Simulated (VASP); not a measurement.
All values below come from PBEsol GGA, VASP's PBE PAW potentials (set 64) (plane waves; VASP).

VASP input:

**POSCAR**
```
PtSe2
1
    1.8608581056    -3.2231010318     0.0000000000
    1.8608581056     3.2231010318     0.0000000000
    0.0000000000    -0.0000000000     4.8118689082
Pt Se
1 2
Direct
  0.0000000000   0.0000000000   0.0000000000
  0.3333330000   0.6666670000   0.2612697859
  0.6666670000   0.3333330000   0.7387302141
```

**INCAR**
```
LCHARG = .FALSE.
PREC = Accurate
LMAXMIX = 6   # l cut-off of mixed one-centre charges
LREAL = .FALSE.   # projection in real space or not
SYSTEM = PtSe2
EDIFFG = -0.01   # ionic stop
ALGO = Normal   # blocked Davidson
NELM = 100   # most electronic steps
LASPH = .TRUE.   # aspherical one-centre terms
NSW = 30   # most ionic steps
ENCUT = 520   # plane-wave cut-off (eV)
LWAVE = .FALSE.
ISMEAR = 1
ISIF = 4   # ions and shape, fixed volume
GGA = PS
IBRION = 2
SIGMA = 0.1   # width (eV)
EDIFF = 1E-7   # SCF stop (eV)
```

### KPOINTS
```
Automatic mesh
0
Gamma
9 9 6
0 0 0
```

POTCAR, in this order: Pt Se (PBE.64 set). Program: vasp_std.

The run wrote:

**OSZICAR**
```
       N       E                     dE             d eps       ncg     rms          rms(c)
DAV:   1     0.111853075273E+03    0.11185E+03   -0.10313E+04  1908   0.130E+03
DAV:   2    -0.122276741232E+02   -0.12408E+03   -0.12149E+03  2413   0.240E+02
DAV:   3    -0.166793439102E+02   -0.44517E+01   -0.44130E+01  2196   0.483E+01
DAV:   4    -0.167137829070E+02   -0.34439E-01   -0.34426E-01  2301   0.452E+00
DAV:   5    -0.167141417846E+02   -0.35888E-03   -0.35887E-03  2315   0.437E-01    0.139E+01
DAV:   6    -0.161018525262E+02    0.61229E+00   -0.51409E+00  1881   0.223E+01    0.815E+00
DAV:   7    -0.159114729081E+02    0.19038E+00   -0.94732E-01  1895   0.106E+01    0.404E+00
DAV:   8    -0.158839967372E+02    0.27476E-01   -0.65093E-02  2021   0.201E+00    0.859E-01
DAV:   9    -0.158806264596E+02    0.33703E-02   -0.93135E-03  2098   0.101E+00    0.183E-01
DAV:  10    -0.158806833074E+02   -0.56848E-04   -0.11891E-03  2105   0.277E-01    0.430E-02
DAV:  11    -0.158806801281E+02    0.31793E-05   -0.58090E-05  2343   0.791E-02    0.225E-02
DAV:  12    -0.158806800170E+02    0.11108E-06   -0.62041E-06  2000   0.215E-02    0.427E-03
DAV:  13    -0.158806800717E+02   -0.54640E-07   -0.95385E-07  2406   0.834E-03
   1 F= -.15880680E+02 E0= -.15880700E+02  d E =-.158807E+02
       N       E                     dE             d eps       ncg     rms          rms(c)
DAV:   1    -0.158916032192E+02   -0.10923E-01   -0.89265E-01  1867   0.602E+00    0.512E-01
DAV:   2    -0.158921607449E+02   -0.55753E-03   -0.33821E-02  2140   0.125E+00    0.243E-01
DAV:   3    -0.158915424670E+02    0.61828E-03   -0.13929E-03  2269   0.282E-01    0.104E-01
DAV:   4    -0.158914929006E+02    0.49566E-04   -0.30209E-04  2133   0.121E-01    0.296E-02
DAV:   5    -0.158914893091E+02    0.35915E-05   -0.28164E-05  1923   0.444E-02    0.185E-02
DAV:   6    -0.158914883256E+02    0.98350E-06   -0.53234E-06  2287   0.193E-02    0.422E-03
DAV:   7    -0.158914882939E+02    0.31663E-07   -0.26858E-07  1687   0.486E-03
   2 F= -.15891488E+02 E0= -.15891612E+02  d E =-.108082E-01
       N       E                     dE             d eps       ncg     rms          rms(c)
DAV:   1    -0.158941842758E+02   -0.26960E-02   -0.63888E-01  1867   0.511E+00    0.424E-01
DAV:   2    -0.158946838774E+02   -0.49960E-03   -0.24273E-02  2189   0.105E+00    0.203E-01
DAV:   3    -0.158942398304E+02    0.44405E-03   -0.95707E-04  2242   0.231E-01    0.843E-02
DAV:   4    -0.158942056512E+02    0.34179E-04   -0.19823E-04  2147   0.976E-02    0.249E-02
DAV:   5    -0.158942031171E+02    0.25341E-05   -0.18199E-05  1937   0.299E-02    0.107E-02
DAV:   6    -0.158942028627E+02    0.25439E-06   -0.21719E-06  2168   0.124E-02    0.307E-03
DAV:   7    -0.158942028324E+02    0.30375E-07   -0.13641E-07  1203   0.390E-03
   3 F= -.15894203E+02 E0= -.15894398E+02  d E =-.135228E-01
       N       E                     dE             d eps       ncg     rms          rms(c)
DAV:   1    -0.158942088527E+02   -0.59900E-05   -0.14526E-03  1867   0.244E-01    0.202E-02
DAV:   2    -0.158942105099E+02   -0.16571E-05   -0.54954E-05  2196   0.499E-02    0.966E-03
DAV:   3    -0.158942097561E+02    0.75381E-06   -0.20668E-06  2218   0.107E-02    0.394E-03
DAV:   4    -0.158942098243E+02   -0.68211E-07   -0.42843E-07  2035   0.457E-03
   4 F= -.15894210E+02 E0= -.15894403E+02  d E =-.135298E-01
       N       E                     dE             d eps       ncg     rms          rms(c)
DAV:   1    -0.158955448719E+02   -0.13351E-02   -0.55505E-02  1867   0.171E+00    0.152E-01
DAV:   2    -0.158948332077E+02    0.71166E-03   -0.21378E-03  2063   0.380E-01    0.792E-02
DAV:   3    -0.158946902939E+02    0.14291E-03   -0.39678E-04  2126   0.180E-01    0.385E-02
DAV:   4    -0.158946574311E+02    0.32863E-04   -0.10115E-04  2098   0.794E-02    0.160E-02
DAV:   5    -0.158946563575E+02    0.10736E-05   -0.10520E-05  2014   0.232E-02    0.581E-03
DAV:   6    -0.158946564015E+02   -0.44019E-07   -0.72800E-07  2287   0.680E-03
   5 F= -.15894656E+02 E0= -.15894833E+02  d E =-.446577E-03
       N       E                     dE             d eps       ncg     rms          rms(c)
DAV:   1    -0.158952717093E+02   -0.61535E-03   -0.32603E-02  1867   0.131E+00    0.117E-01
DAV:   2    -0.158948527226E+02    0.41899E-03   -0.12592E-03  2063   0.291E-01    0.609E-02
DAV:   3    -0.158947687084E+02    0.84014E-04   -0.23400E-04  2133   0.138E-01    0.296E-02
DAV:   4    -0.158947491959E+02    0.19513E-04   -0.60225E-05  2091   0.612E-02    0.123E-02
DAV:   5    -0.158947485815E+02    0.61437E-06   -0.62261E-06  2028   0.178E-02    0.447E-03
DAV:   6    -0.158947486082E+02   -0.26671E-07   -0.43238E-07  2140   0.526E-03
   6 F= -.15894749E+02 E0= -.15894910E+02  d E =-.538784E-03
```

**OUTCAR**
```
------------------------ aborting loop because EDIFF is reached ----------------------------------------
  FORCE on cell =-STRESS in cart. coord.  units (eV):
  Direction    XX          YY          ZZ          XY          YZ          ZX
  --------------------------------------------------------------------------------------
  Total        0.6538383      0.6538384      0.6601178      0.0000000     -0.0000000      0.0000000
  in kB       18.1488850     18.1488882     18.3231898      0.0000000     -0.0000000      0.0000000
  external PRESSURE =      18.2069876 kB  Pullay stress =       0.0000000 kB
  volume of cell :       57.72
      direct lattice vectors                 reciprocal lattice vectors
     1.874910019 -3.247439701  0.000000000     0.266679465 -0.153967447  0.000000000
     1.874910019  3.247439701  0.000000000     0.266679465  0.153967447  0.000000000
    -0.000000000  0.000000000  4.740011980    -0.000000000 -0.000000000  0.210969931
 POSITION                                       TOTAL-FORCE (eV/Angst)
 -----------------------------------------------------------------------------------
      0.00000     -0.00000      0.00000         0.000000     -0.000000     -0.000000
      1.87491      1.08248      1.26683        -0.000000      0.000000      0.000645
      1.87491     -1.08248      3.47318         0.000000     -0.000000     -0.000645
 -----------------------------------------------------------------------------------
    total drift:                                0.000000      0.000000      0.000000
  FREE ENERGIE OF THE ION-ELECTRON SYSTEM (eV)
  ---------------------------------------------------
  free  energy   TOTEN  =       -15.8947486082 eV

  energy  without entropy=      -15.8952325998  energy(sigma->0) =      -15.89490994

 reached required accuracy - stopping structural energy minimisation
```
(Selected blocks of OUTCAR.)

CONTCAR:
```
PtSe2
   1.00000000000000
     1.8749100187506593   -3.2474397012366438    0.0000000000000000
     1.8749100187506593    3.2474397012366438    0.0000000000000000
    -0.0000000000000000    0.0000000000000000    4.7400119796188642
  Pt              Se
     1     2
Direct
     0.0000000000000000    0.0000000000000000    0.0000000000000000
     0.3333330000000032    0.6666669999999968    0.2672635512804928
     0.6666669999999968    0.3333330000000032    0.7327364487195073
```

Without a dispersion term in the relaxation, distances and binding between the weakly bound layers, chains or molecules are unreliable, and so is what depends on them.

The compound is PtSe2 in the 1T layered structure. This cell is one point of a volume scan, at 0.97 of the reference volume. Symmetry was kept, so distortions that lower it aren't found.
